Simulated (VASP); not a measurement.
Here is the system:

```yaml
crystal:
  lattice:
    - [4.48828, 0.00000, 0.00000]
    - [0.00000, 4.48828, 0.00000]
    - [0.00000, 0.00000, 3.00029]
  atoms:
    - { symbol: Mg, position: [0.00000, 0.00000, 0.00000] }
    - { symbol: Mg, position: [0.50000, 0.50000, 0.50000] }
    - { symbol: H, position: [0.30420, 0.30420, 0.00000] }
    - { symbol: H, position: [0.80420, 0.19580, 0.50000] }
    - { symbol: H, position: [0.19580, 0.80420, 0.50000] }
    - { symbol: H, position: [0.69580, 0.69580, 0.00000] }
```

Method: optB86b-vdW, VASP's PBE PAW potentials (set 64) (plane waves; VASP). Settings: 520 eV cut-off, 6×6×8 Γ-centred mesh, tetrahedra with Blöchl corrections, potentials Mg H.

The cores are frozen, which limits the accuracy of field gradients.

Question: Give the principal components of the electric field gradient (V/Å²) and the asymmetry η at each nucleus.

Answer: 
| atom | Vxx | Vyy | Vzz | η |
|---|---|---|---|---|
| Mg1 | -5.4 | -0.1 | 5.5 | 0.95 |
| Mg2 | -5.4 | -0.1 | 5.5 | 0.95 |
| H3 | 4.4 | 1.0 | -5.4 | 0.62 |
| H4 | 4.4 | 1.0 | -5.4 | 0.62 |
| H5 | 4.4 | 1.0 | -5.4 | 0.62 |
| H6 | 4.4 | 1.0 | -5.4 | 0.62 |

The compound is MgH2 in the rutile structure. It was relaxed first.
